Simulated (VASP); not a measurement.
Wanted: the native input for a VASP 6.6.1 run.

| Item | Value |
| --- | --- |
| Task | relaxation of cell and atoms |
| Functional | PBE |
| Potentials or basis | VASP PAW PBE potentials, release 64 (Zn, Cd, Se, S) |
| Cutoff | 520 eV |
| k mesh | 3 × 3 × 2 |
| Occupations | gaussian, width 0.15 eV |
| Spin | no spin polarisation |
| Further INCAR settings | PREC = Normal; ALGO = Fast; EDIFF = 0.0001; IBRION = 2; EDIFFG = -0.08; NSW = 24; ISIF = 3 |

The structure of ZnCd2SeS2 lies in POSCAR:

```
ZnCd2SeS2
1.0
    4.4519961200      0.0000000000      0.0000000000
    0.0000000000      4.4519961200      0.0000000000
    0.0000000000      0.0000000000      7.7468807400
Zn Cd Se S
1 2 1 2
Direct
    0.5000000000      0.5000000000      0.5000000000
    0.5000000000      0.5000000000      0.8388216100
    0.5000000000      0.5000000000      0.1611783900
    0.0000000000      0.0000000000      0.0000000000
    0.0000000000      0.5000000000      0.5000000000
    0.5000000000      0.0000000000      0.5000000000
```

The cell was built by a generator and needn't be a form met in nature.

One way to write it, as run:

INCAR

```
PREC = Normal ; ENCUT = 520
EDIFF = 1E-4 ; ISMEAR = 0
SIGMA = 0.15 ; LREAL = F
LASPH = T ; NELM = 60
ALGO = Fast ; ISIF = 3
LWAVE = F ; LCHARG = F
GGA = PE ; IBRION = 2
NSW = 24 ; EDIFFG = -0.08
```

KPOINTS

```
Automatic mesh
0
Gamma
  3 3 2
```

Potentials or basis: VASP PAW PBE potentials, release 64 (Zn, Cd, Se, S).

Launch:

```console
$ cat potpaw_PBE.64/Zn/POTCAR potpaw_PBE.64/Cd/POTCAR potpaw_PBE.64/Se/POTCAR potpaw_PBE.64/S/POTCAR > POTCAR
$ mpirun -np 1 vasp_std > vasp.out
```

Results of the run:

```yaml
Relaxed_volume: 27.04 Å³/atom
Relaxed_cell: a = 4.472 Å, b = 4.472 Å, c = 8.111 Å, α = 90.00°, β = 90.00°, γ = 90.00°
Space_group_after_relaxing_to_0.05_Å: P4/mmm (No. 123)
Energy_gained_by_relaxing: 29.0 meV/atom
Ionic_steps: 5
Pressure_after_relaxing: 0.0 GPa
Largest_force_after_relaxing: 0.066 eV/Å
Band_gap_on_the_k_mesh: none (metal or under the smearing width)
```

Caveat: the k mesh is coarse (spacing up to 0.47 Å⁻¹), so the values aren't converged; the relaxation stopped at a loose force limit of 0.08 eV/Å, so its end isn't a converged minimum.

It took 30 s on 1 thread of Intel(R) Xeon(R) 6975P-C (Granite Rapids) (shared host), peak memory 0.2 GiB.
